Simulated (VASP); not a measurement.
An input for Quantum ESPRESSO's pw.x (written as the equivalent of a VASP run, and not itself run):

```
&CONTROL
  calculation = 'scf'
  pseudo_dir = './pseudo'
  outdir = './out'
  tprnfor = .true.
  tstress = .true.
/
&SYSTEM
  ibrav = 0
  nat = 2
  ntyp = 2
  ecutwfc = 88
  occupations = 'smearing'
  smearing = 'gaussian'
  degauss = 0.003675
  input_dft = 'pbe'
  vdw_corr = 'grimme-d3'
  dftd3_version = 4
  dftd3_threebody = .false.
/
&ELECTRONS
  conv_thr = 7.3e-09
  electron_maxstep = 100
/
ATOMIC_SPECIES
  Be 9.012 Be.upf
  Se 78.971 Se.upf
CELL_PARAMETERS angstrom
     0.0000000    2.5308101    2.5308101
     2.5308101    0.0000000    2.5308101
     2.5308101    2.5308101    0.0000000
ATOMIC_POSITIONS crystal
  Be   0.0000000  0.0000000  0.0000000
  Se   0.2500000  0.2500000  0.2500000
K_POINTS automatic
  9 9 9 0 0 0
```

Question: Translate this input to VASP (INCAR, KPOINTS, POSCAR, choice of POTCAR).

Answer: One answer among several that fit: 
**KPOINTS**
```
Automatic mesh
0
Gamma
9 9 9
0 0 0
```

File POSCAR:
```
BeSe
3.5791060
  0.0000000000   0.7071067704   0.7071067704
  0.7071067704   0.0000000000   0.7071067704
  0.7071067704   0.7071067704   0.0000000000
Be Se
1 1
Cart
  0.0000000000   0.0000000000   0.0000000000
  0.3535533852   0.3535533852   0.3535533852
```

### INCAR
```
# general
SYSTEM =BeSe
PREC   =Accurate
ENCUT  =520   # plane-wave cut-off (eV)
LREAL  =.False.
LASPH  =.True.   # aspherical one-centre terms

# electronic loop
EDIFF  =1E-7   # SCF stop (eV)
NELM   =100
ALGO   =Normal
LMAXMIX=4

# smearing
ISMEAR =0
SIGMA  =0.05   # width (eV)

# functional
GGA    =PE
IVDW   =12

# ions
ISIF   =2   # forces and stress, cell fixed

# output
LWAVE  =.False.
LCHARG =.False.
```

POTCAR, in this order: Be Se (PBE.64 set). Program: vasp_std.

The two are equivalent in intent, not identical: the potentials are each code's own (VASP's PAW set, PseudoDojo norm-conserving files in pw.x), so ENCUT and ecutwfc are chosen apart and not converted; conv_thr bounds pw.x's estimated SCF error, while EDIFF bounds the energy change between steps.

The compound is BeSe in the zinc blende structure. This cell is one point of a volume scan, at 0.97 of the reference volume.
